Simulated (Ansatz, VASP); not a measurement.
# H4C6NF3 (H4C6NF3 (P2_12_12_1)): VASP beside Ansatz, part 2 of 3

Wanted: the spread between two codes on one cell, functional and k mesh. Of the first pair: The cell is taken from a series of runs on this material, whose earlier steps may have relaxed, scaled, displaced or heated it; both programs get it as it stands.

VASP 6.6.1 and Ansatz 0.2.0.

So far. Step 2 (VASP: single point, PBE with D4, pair 1): The run ends at a pressure of 3.71 GPa, with forces up to 7.6 eV/Å.

## (3) Ansatz: single point, PBE with D4, pair 1

Level of this step: Ansatz beside VASP: Kohn-Sham DFT, plane waves, PBE with D4 (Ansatz).

Ansatz runs on its default PAW (the set named soft_2) files.

The same cell, functional, mesh and smearing now go to Ansatz, which takes its cutoff from its data sets.

input.yaml

```yaml
crystal:
  lattice:
    - [3.8545, 0.0, 0.0]
    - [0.0, 6.322, 0.0]
    - [0.0, 0.0, 24.792]
  atoms:
    - { symbol: H, position: [0.87849, 0.67241, 0.02365] }
    - { symbol: H, position: [0.6134, 0.30691, 0.52124] }
    - { symbol: H, position: [0.12008, 0.19593, 0.48072] }
    - { symbol: H, position: [0.36337, 0.81784, 0.97945] }
    - { symbol: H, position: [0.05688, 0.44912, 0.0068] }
    - { symbol: H, position: [0.43392, 0.55291, 0.50709] }
    - { symbol: H, position: [0.94645, 0.93967, 0.49288] }
    - { symbol: H, position: [0.57193, 0.04358, 0.99036] }
    - { symbol: H, position: [0.06436, 0.80394, 0.20553] }
    - { symbol: H, position: [0.42361, 0.19627, 0.70454] }
    - { symbol: H, position: [0.92608, 0.29837, 0.29704] }
    - { symbol: H, position: [0.56145, 0.70178, 0.79541] }
    - { symbol: H, position: [0.51664, 0.18991, 0.16807] }
    - { symbol: H, position: [0.99383, 0.80845, 0.66913] }
    - { symbol: H, position: [0.491, 0.69291, 0.33361] }
    - { symbol: H, position: [0.00064, 0.30915, 0.83271] }
    - { symbol: C, position: [0.14252, 0.54945, 0.08224] }
    - { symbol: C, position: [0.36577, 0.44669, 0.57987] }
    - { symbol: C, position: [0.85026, 0.04916, 0.41593] }
    - { symbol: C, position: [0.61782, 0.95514, 0.92013] }
    - { symbol: C, position: [0.0624, 0.709, 0.12072] }
    - { symbol: C, position: [0.43773, 0.30344, 0.61984] }
    - { symbol: C, position: [0.95406, 0.20709, 0.37973] }
    - { symbol: C, position: [0.55841, 0.80299, 0.87937] }
    - { symbol: C, position: [0.12778, 0.6799, 0.175] }
    - { symbol: C, position: [0.3711, 0.31698, 0.67614] }
    - { symbol: C, position: [0.85446, 0.18719, 0.32431] }
    - { symbol: C, position: [0.63099, 0.82437, 0.82516] }
    - { symbol: C, position: [0.30255, 0.50396, 0.18917] }
    - { symbol: C, position: [0.20177, 0.50768, 0.69009] }
    - { symbol: C, position: [0.70338, 0.99276, 0.30879] }
    - { symbol: C, position: [0.79795, 0.00902, 0.81191] }
    - { symbol: C, position: [0.37914, 0.33826, 0.15447] }
    - { symbol: C, position: [0.13308, 0.65475, 0.65465] }
    - { symbol: C, position: [0.60101, 0.84269, 0.34592] }
    - { symbol: C, position: [0.87424, 0.16172, 0.8465] }
    - { symbol: C, position: [0.29608, 0.37566, 0.0999] }
    - { symbol: C, position: [0.2137, 0.62981, 0.6033] }
    - { symbol: C, position: [0.69324, 0.87463, 0.4007] }
    - { symbol: C, position: [0.80567, 0.12786, 0.90001] }
    - { symbol: "N", position: [0.08101, 0.58636, 0.02609] }
    - { symbol: "N", position: [0.43208, 0.41535, 0.52907] }
    - { symbol: "N", position: [0.92632, 0.08842, 0.47557] }
    - { symbol: "N", position: [0.57207, 0.90905, 0.97293] }
    - { symbol: F, position: [0.91375, 0.88369, 0.1026] }
    - { symbol: F, position: [0.60209, 0.11757, 0.60559] }
    - { symbol: F, position: [0.10813, 0.38625, 0.39408] }
    - { symbol: F, position: [0.4014, 0.6207, 0.89439] }
    - { symbol: F, position: [0.37412, 0.47185, 0.24304] }
    - { symbol: F, position: [0.13507, 0.54062, 0.74322] }
    - { symbol: F, position: [0.62573, 0.9674, 0.25556] }
    - { symbol: F, position: [0.88276, 0.02943, 0.75982] }
    - { symbol: F, position: [0.37438, 0.21854, 0.06443] }
    - { symbol: F, position: [0.12047, 0.77075, 0.56373] }
    - { symbol: F, position: [0.62164, 0.71917, 0.4389] }
    - { symbol: F, position: [0.88304, 0.27707, 0.93548] }
kpoints:
  mp_grid: { grid: [3, 2, 1] }
hamiltonian:
  xc: pbe
  dispersion: d4
scf:
  occupations: { method: gaussian, width: 0.05 }
output:
  forces: true
  stress: true
  populations: true
  dos:
    method: { smearing: { sigma: 0.08 } }
    de: 0.1
    projected: { site_lists: { C: [C], F: [F], H: [H], "N": ["N"] } }
  eigenvalues: true
```

Launch:

```console
> ansatz run input.yaml --threads 4 --pin off --max-ram 8192MiB --backend cpu --events-out ev --progress --plain --runs-dir out
```

Numbers of over 12 decimals in the logs are rounded to 6 here.

Output:

```text
Engine: ansatz 0.2.0, aarch64-unknown-linux-gnu
Pseudopotentials: kind: paw
Pseudopotential: H, paw, valence charge 1, recommended cutoff 420 eV (normal), H.paw.azcp
Pseudopotential: C, paw, valence charge 4, recommended cutoff 420 eV (normal), C.paw.azcp
Pseudopotential: N, paw, valence charge 5, recommended cutoff 420 eV (normal), N.paw.azcp
Pseudopotential: F, paw, valence charge 7, recommended cutoff 420 eV (normal), F.paw.azcp
Functional definition: PBE
  parameter kappa = 0.804
  parameter beta = 0.066725
  exchange = pbe_x(kappa = kappa, mu = beta*pi^2/3)
  correlation = pbe_c(beta = beta)
Crystal: 56 atoms, lattice volume = 604.135 Å³
Basis set: ecut = 420 eV, 11867 PW (Γ), exchange–correlation on 54×90×360 points (8 copies of the dense FFT grid, shifted against one another)
Bands: 164, of which v1, the nominal top of the filled ones, is band 108 counted from 1 (107 counted from 0)
Symmetry: 1 space group operations
Space group: P1 (ITA 1), of the structure as read, at distance tolerance 8.5e-5 Å
k-points: 4 of 6 (time reversal used)
Non-local potential: H, projectors of the file, l = 0: 2, l = 1: 1
Non-local potential: C, projectors of the file, l = 0: 2, l = 1: 2, l = 2: 1
Non-local potential: N, projectors of the file, l = 0: 2, l = 1: 2, l = 2: 1
Non-local potential: F, projectors of the file, l = 0: 2, l = 1: 2, l = 2: 1
PAW form: soft (Blöchl's): semilocal exchange-correlation on the pseudo side does not see the compensation charge
PAW one-centre angular grid: H, 110 points (default); XC on 64 Gauss nodes
PAW one-centre angular grid: C, 110 points (default); XC on 64 Gauss nodes
PAW one-centre angular grid: N, 110 points (default); XC on 64 Gauss nodes
PAW one-centre angular grid: F, 110 points (default); XC on 64 Gauss nodes
Initial density: superposition of atomic densities (neutral atoms: chi_scale 0, normalization atom), corrected by the library's trained network
Initial wavefunctions: pseudopotential atomic-orbital guess
Functional: x = pbe(κ = 0.804, μ = 0.219515), c = pbe(β = 0.066725)
SCF iter   1: F=—  HF=-17506.596842 eV  |F-HF|=—  |Δ(HF+E_count)|=         —  Δρ=6.14e-3  dr2=2.90e-1  ethr=1.77e-3  ⟨swp⟩=6.0  Hψ=2871  notcnv=0  defer=28
preconditioner: auto → Resta (q_TF=auto, 2.299 Å⁻¹)  ε∞=2.9  [insulator: Δε(μ)=3.471 eV  Ē_g=15.332 eV  σ=0.050 eV  W_gap=1.00  n_scr=140 (ndim 8)  ℏωp=20.9 eV  f_vac=0.207  D(μ)=0.00/eV (n_scr^D=0)  ε∞_Penn≈2.9]
SCF iter   2: F=—  HF=-17506.530773 eV  |F-HF|=—  |Δ(HF+E_count)|=   6.61e-2  Δρ=2.96e-3  dr2=6.31e-2  ethr=1.34e-4  ⟨swp⟩=2.0  Hψ=924  notcnv=0  defer=189
SCF iter   3: F=—  HF=-17506.514342 eV  |F-HF|=—  |Δ(HF+E_count)|=   1.64e-2  Δρ=1.02e-3  dr2=1.18e-2  ethr=2.92e-5  ⟨swp⟩=2.0  Hψ=759  notcnv=0  defer=189
SCF iter   4: F=—  HF=-17506.511401 eV  |F-HF|=—  |Δ(HF+E_count)|=   2.94e-3  Δρ=3.74e-4  dr2=1.17e-3  ethr=5.47e-6  ⟨swp⟩=2.0  Hψ=1143  notcnv=0  defer=189
SCF iter   5: F=—  HF=-17506.511326 eV  |F-HF|=—  |Δ(HF+E_count)|=   7.50e-5  Δρ=2.14e-4  dr2=3.57e-4  ethr=5.43e-7  ⟨swp⟩=2.0  Hψ=886  notcnv=0  defer=189
SCF iter   6: F=—  HF=-17506.511283 eV  |F-HF|=—  |Δ(HF+E_count)|=   4.39e-5  Δρ=6.06e-5  dr2=2.12e-5  ethr=1.65e-7  ⟨swp⟩=2.0  Hψ=890  notcnv=0  defer=189
SCF iter   7: F=—  HF=-17506.510751 eV  |F-HF|=—  |Δ(HF+E_count)|=   5.31e-4  Δρ=2.28e-5  dr2=3.00e-6  ethr=9.81e-9  ⟨swp⟩=2.0  Hψ=887  notcnv=0  defer=189
SCF iter   8: F=—  HF=-17506.510752 eV  |F-HF|=—  |Δ(HF+E_count)|=   6.61e-7  Δρ=8.11e-6  dr2=3.69e-7  ethr=1.39e-9  ⟨swp⟩=2.0  Hψ=881  notcnv=0  defer=189
SCF iter   9: F=-17506.510752 eV  HF=-17506.510752 eV  |F-HF|=2.03e-8  |Δ(HF+E_count)|=   1.44e-7  Δρ=2.50e-6  dr2=3.74e-8  ethr=4.63e-11  ⟨swp⟩=13.8  Hψ=3801  notcnv=0
SCF 1 converged in 9 iterations: F = -17506.510752 eV  dr2 = 3.74e-8
  greatest PAW one-centre occupation: 0.932 electrons in one spin orbital (limit 2), on the F atom at site 44 (counted from 0), in its partial waves of l = 0
SCF converged after 9 iterations
Free energy (F): -17506.510752 eV
Harris-Foulkes:  -17506.510752 eV  (|F-HF|=2.03e-8)
Internal energy: -17506.510752 eV  (E = F + TS)
E sigma→0 (E₀):  -17506.510752 eV
Fermi energy:    3.320071 eV
--- Per-component energies (eV) ---
  E_band       = -1733.557087
  E_kinetic    = 5407.448377
  E_local      = -16741.603120  (includes V_loc(G=0)·N_el)
  E_nonlocal   = 1751.759222
  E_hartree    = 6009.961380
  E_xc         = -2478.247107
  E_vxc        = -3123.415535  (∫ρ·V_xc dr)
  E_paw        = -5312.292220  (= ΣΔE_a)
  E_vpaw       = -1047.671802  (= ΣTr[D̂ρ^β])
  E_aug_tail   = 0.003741  (compensation charges beyond the density's cutoff)
  E_ewald      = -6139.636448
  E_disp       = -3.904577  (pairwise vdW)
  E_smearing   = -0.000000  (= −TS)
  E_closure    = -0.000000  (closes the sum)
  Σ components = -17506.510752   (vs F -17506.510752, Δ=0.00e0)
--- Forces (eV/Å), atoms counted from 1 ---
[...]
atom  43  N     -1.47662027    -1.44779502    -2.88754658
  atom  44  N      0.38475579    -1.60059294    -0.60917111
  atom  45  F     -0.54084085     0.84213031    -0.24411657
  atom  46  F     -0.10079487     0.26727759    -0.46074032
  atom  47  F      0.35965069     0.21213736     0.78315112
  atom  48  F     -0.22257749    -0.27406432     0.42994462
  atom  49  F      0.03038211     0.22138631    -0.21497649
  atom  50  F     -0.31382819     0.13376712     0.30885628
  atom  51  F      0.00718437    -0.15462589     0.15129548
  atom  52  F      0.35816538     0.48914447    -1.22725435
  atom  53  F     -0.01058260     0.08685453    -0.27978571
  atom  54  F     -0.13199540     0.61996222     0.38875965
  atom  55  F      0.12570954     0.85053632    -0.87621078
  atom  56  F      0.60146401     1.28507849     1.20391270
  max |Σ_I F_I| component: 8.86e-5 eV/Å
--- Stress (GPa, compression-positive) ---
        1.848415      -0.322571      -0.166820
       -0.322571       4.543265      -0.566849
       -0.166820      -0.566850       3.971323
  P = ⅓ Tr σ = 3.4543 GPa (34.543 kbar)
--- Band table (eV) ---
  k-point 0: bands = [... 104 lower, 1.0304, 1.1256, 1.9310, 1.9953, 4.6755, 4.9705, 5.0426, 5.3489, ... 52 higher]
  k-point 1: bands = [... 104 lower, 1.0211, 1.1113, 1.9244, 1.9953, 4.7387, 5.0353, 5.2137, 5.4749, ... 52 higher]
  k-point 2: bands = [... 104 lower, 0.8780, 1.0022, 1.6986, 1.7617, 4.6448, 4.9348, 5.5308, 5.6551, ... 52 higher]
  k-point 3: bands = [... 104 lower, 0.8717, 0.9869, 1.6867, 1.7592, 4.7321, 4.9937, 5.4136, 5.7228, ... 52 higher]
--- Löwdin populations: 56 sites ---
  site symbol       q [e]
     0      H      0.6707
     1      H      0.6777
     2      H      0.6927
     3      H      0.6795
     4      H      0.6716
     5      H      0.6778
     6      H      0.6832
     7      H      0.6651
     8      H      0.7765
     9      H      0.7616
    10      H      0.7519
    11      H      0.7719
    12      H      0.7798
    13      H      0.7793
    14      H      0.7672
    15      H      0.7700
    16      C      3.9251
    17      C      3.9010
    18      C      3.9232
    19      C      3.9269
    20      C      3.6546
    21      C      3.6867
    22      C      3.6527
    23      C      3.6679
[...]
48      F      7.2542
    49      F      7.2427
    50      F      7.2345
    51      F      7.2370
    52      F      7.2376
    53      F      7.2511
    54      F      7.2413
    55      F      7.2262
  spilling = 0.010862 (of n_electrons = 216.000000)
```

In the SCF lines HF is the Harris–Foulkes energy and dr2 the Hartree energy of the density residual, in eV; the loop may stop once dr2 is under the threshold and the program's other checks hold. Hψ counts applications of the Hamiltonian.

## (4) Differences

Known differences besides the potentials themselves: the cutoff is 420 eV in Ansatz and 600 eV in VASP (PREC = Accurate, projectors in real space). Total energies have different zeros and are not compared.

The two programs side by side:

| quantity | Ansatz | VASP | difference |
| --- | --- | --- | --- |
| pressure (GPa) | 3.45 | 3.71 | -0.26 |
| gap on the k mesh (eV) | 2.650 | 2.645 | +0.005 |

Forces on 10 of the 56 atoms, those with the largest forces and the largest differences (eV/Å; atoms numbered as in POSCAR):

| atom | Ansatz x, y, z | VASP x, y, z |
| --- | --- | --- |
| C18 | -0.958, 1.243, 4.624 | -0.972, 1.240, 4.619 |
| C19 | 3.105, 4.271, 5.429 | 3.104, 4.285, 5.454 |
| C27 | -0.002, -2.906, 3.272 | 0.009, -2.873, 3.239 |
| C30 | 1.952, -4.201, 2.735 | 2.008, -4.247, 2.415 |
| C34 | -2.848, 5.740, 0.934 | -2.857, 5.756, 0.935 |
| C37 | 1.702, -3.190, 2.280 | 1.633, -2.960, 2.493 |
| C38 | 0.564, -1.086, -4.490 | 0.641, -1.271, -4.262 |
| F45 | -0.541, 0.842, -0.244 | -0.732, 1.210, -0.393 |
| F47 | 0.360, 0.212, 0.783 | 0.554, 0.582, 0.895 |
| F56 | 0.601, 1.285, 1.204 | 0.697, 1.584, 1.494 |

The forces differ by 137 meV/Å r.m.s., which is 8.4 % of the r.m.s. force of 1.634 eV/Å (both taken over all components). A gap on the mesh is an upper bound, since the band edges may lie between its points.

## (5) VASP: single point, PBE with D4, pair 2

With cell and atoms fixed, the geometry can't cause a difference; cores, projectors, grids and the points listed under the comparison can.

INCAR

```
SYSTEM = H4C6NF3
PREC = Accurate
ENCUT = 600
EDIFF = 1E-06
NELM = 120
ISMEAR = 0
SIGMA = 0.05
LREAL = Auto
ALGO = Normal
GGA = PE
IVDW = 13
NBANDS = 152
LORBIT = 11
LWAVE = .FALSE.
LCHARG = .FALSE.
ISIF = 2
LASPH = .TRUE.
GGA_COMPAT = .FALSE.
EFERMI = MIDGAP
KPAR = 4
```

POSCAR

```
H4C6NF3
1.0
    3.8545000000      0.0000000000      0.0000000000
    0.0000000000      6.3220000000      0.0000000000
    0.0000000000      0.0000000000     24.7920000000
H C N F
16 24 4 12
Direct
    0.8847600000      0.7025300000      0.0159100000
    0.6146700000      0.2958200000      0.5158400000
    0.1145300000      0.1993200000      0.4848400000
    0.3845500000      0.7986500000      0.9846100000
    0.0622200000      0.4620100000      0.0038900000
    0.4367600000      0.5360800000      0.5034800000
    0.9351400000      0.9592000000      0.4967500000
    0.5616000000      0.0389900000      0.9969000000
    0.0641800000      0.8185500000      0.2026700000
    0.4359000000      0.1843700000      0.7028600000
    0.9357800000      0.3181100000      0.2982100000
    0.5654400000      0.6852900000      0.7977700000
    0.5125200000      0.2066000000      0.1669000000
    0.9882300000      0.7957400000      0.6661800000
    0.4841200000      0.7066400000      0.3334500000
    0.0148900000      0.2963700000      0.8342500000
    0.1410900000      0.5671800000      0.0802700000
    0.3591000000      0.4328700000      0.5800900000
    0.8573300000      0.0654000000      0.4204100000
    0.6415300000      0.9348200000      0.9204300000
    0.0598200000      0.7190200000      0.1195000000
    0.4402000000      0.2820200000      0.6195700000
    0.9394100000      0.2175400000      0.3813100000
    0.5603700000      0.7837100000      0.8810200000
    0.1342100000      0.6962500000      0.1738700000
    0.3658600000      0.3061400000      0.6739100000
    0.8650300000      0.1955900000      0.3269100000
    0.6354300000      0.8072200000      0.8266800000
    0.2962700000      0.5105900000      0.1899100000
    0.2040600000      0.4922300000      0.6896800000
    0.7023200000      0.0103300000      0.3107300000
    0.7980100000      0.9930100000      0.8108600000
    0.3837800000      0.3509200000      0.1539700000
    0.1167400000      0.6510400000      0.6534700000
    0.6137000000      0.8504700000      0.3465500000
    0.8855300000      0.1520000000      0.8470000000
    0.3047900000      0.3854400000      0.1001500000
    0.1956000000      0.6151700000      0.5997100000
    0.6924100000      0.8842700000      0.4004100000
    0.8059800000      0.1166900000      0.9007700000
    0.0794300000      0.5978200000      0.0256200000
    0.4204600000      0.4009500000      0.5254900000
    0.9190600000      0.0952400000      0.4751000000
    0.5792700000      0.9034900000      0.9750500000
    0.8962600000      0.8970700000      0.1024400000
    0.6032800000      0.1033400000      0.6028000000
    0.1035600000      0.3951500000      0.3985200000
    0.3966100000      0.6053700000      0.8978700000
    0.3727900000      0.4843500000      0.2431400000
    0.1273500000      0.5198100000      0.7428400000
    0.6258600000      0.9848000000      0.2574800000
    0.8754300000      0.0199100000      0.7577000000
    0.3895000000      0.2344300000      0.0631900000
    0.1114900000      0.7654500000      0.5625100000
    0.6065100000      0.7329900000      0.4372200000
    0.8905500000      0.2671500000      0.9378900000
```

KPOINTS

```
Automatic mesh
0
Gamma
3 2 1
0 0 0
```

The projector-augmented-wave data sets are H, C, N and F (PBE family, release 64).

Launch:

```console
> mpirun -np 8 vasp_std
```

Output:

```text
[banner, memory and clock lines left out]
running    8 mpi-ranks, on    1 nodes
[...]
[... a notice as in an earlier step ...]

 LDA part: xc-table for (Slater+PW92), standard interpolation
 POSCAR, INCAR and KPOINTS ok, starting setup
[...]
entering main loop
       N       E                     dE             d eps       ncg     rms          rms(c)
DAV:   1     0.140020575044E+04    0.14002E+04   -0.11863E+05  1216   0.145E+03
DAV:   2    -0.249881346112E+03   -0.16501E+04   -0.15923E+04  1488   0.328E+02
DAV:   3    -0.381146849878E+03   -0.13127E+03   -0.13010E+03  1480   0.942E+01
DAV:   4    -0.383561387373E+03   -0.24145E+01   -0.24061E+01  1496   0.138E+01
[...]
DAV:  14    -0.356163824931E+03   -0.18235E-04   -0.61268E-05  1344   0.324E-02    0.122E-02
DAV:  15    -0.356163826407E+03   -0.14762E-05   -0.61868E-06  1488   0.114E-02    0.727E-03
DAV:  16    -0.356163826094E+03    0.31331E-06   -0.34755E-06  1168   0.813E-03
   1 F= -.36007103E+03 E0= -.36007103E+03  d E =0.000000E+00
```

Parts of OUTCAR (step 5):

```text
  Edisp (eV):   -3.90720

  Total      -0.27549     1.53050     1.74872    -0.00302    -0.00368     0.02462
  in kB      -0.73061     4.05890     4.63763    -0.00800    -0.00976     0.06530
  external pressure =        2.66 kB  Pullay stress =        0.00 kB

 POSITION                                       TOTAL-FORCE (eV/Angst)
 -----------------------------------------------------------------------------------
      3.41031      4.44139      0.39444         0.024859      0.001186      0.001329
      2.36925      1.87017     12.78871        -0.023278      0.002045      0.001699
      0.44146      1.26010     12.02015        -0.023808      0.003876      0.006241
      1.48225      5.04907     24.41045         0.023257     -0.004889      0.002808
      0.23983      2.92083      0.09644         0.018510      0.007765     -0.010296
      1.68349      3.38910     12.48228        -0.015517     -0.002446     -0.009946
      3.60450      6.06406     12.31543        -0.015905      0.004584      0.009674
      2.16469      0.24649     24.71514         0.020449     -0.005933      0.008504
      0.24738      5.17487      5.02459        -0.004924      0.009198      0.004930
      1.68018      1.16559     17.42531         0.001811     -0.004618      0.006132
      3.60696      2.01109      7.39322         0.003571      0.007578     -0.004825
      2.17949      4.33240     19.77831        -0.002373     -0.005158     -0.005752
      1.97551      1.30613      4.13778         0.004471     -0.007821      0.006439
      3.80913      5.03067     16.51593        -0.004765      0.009316      0.004691
[...]
-----------------------------------------------------------------------------------
    total drift:                               -0.003787      0.001678      0.000721

  FREE ENERGIE OF THE ION-ELECTRON SYSTEM (eV)
  ---------------------------------------------------
  free  energy   TOTEN  =      -360.0710251076 eV

  energy  without entropy=     -360.0710251076  energy(sigma->0) =     -360.07102511

[... 2 parts as in an earlier step ...]

[... 1 further part left out ...]
[key lines of the parts left out:]
E-fermi :   1.9385
```

The run ends at a pressure of 0.27 GPa, with forces up to 0.37 eV/Å.

(Part 2 of 3 ends here.)

[Lines on the potential files, build, host, timing and source positions are cut from VASP's logs without a mark.]

[Logs are printed without paths, hosts, clocks, repeated set-up lines and the standing remarks that a program may print on its own settings, such as how far it seeks lower states.]

[Hosts, paths, dates, database ids (printed as entryN), source tags and the programs' standing remarks are cut or masked in the printed files.]
